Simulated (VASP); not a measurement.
Here is the system:

```
CdS
1.0
    2.10795    -3.65108     0.00000
    2.10795     3.65108     0.00000
    0.00000     0.00000     6.84979
Cd S
2 2
Direct
  0.66667   0.33333   0.49998
  0.33333   0.66667   0.99998
  0.66667   0.33333   0.87702
  0.33333   0.66667   0.37702
```

Method: PBEsol GGA, VASP's PBE PAW potentials (set 64) (plane waves; VASP). Settings: 520 eV cut-off, 6×6×4 Γ-centred mesh, Gaussian smearing of 0.050 eV, potentials Cd S.

Give the stress tensor in GPa (positive for a compressed cell).

```
-3.12   0.00   0.00
 0.00  -3.12   0.00
 0.00   0.00  -3.09
```
The pressure is its mean diagonal, -3.11 GPa.

The compound is CdS in the wurtzite structure. This cell is one point of a volume scan, at 1.06 of the reference volume.
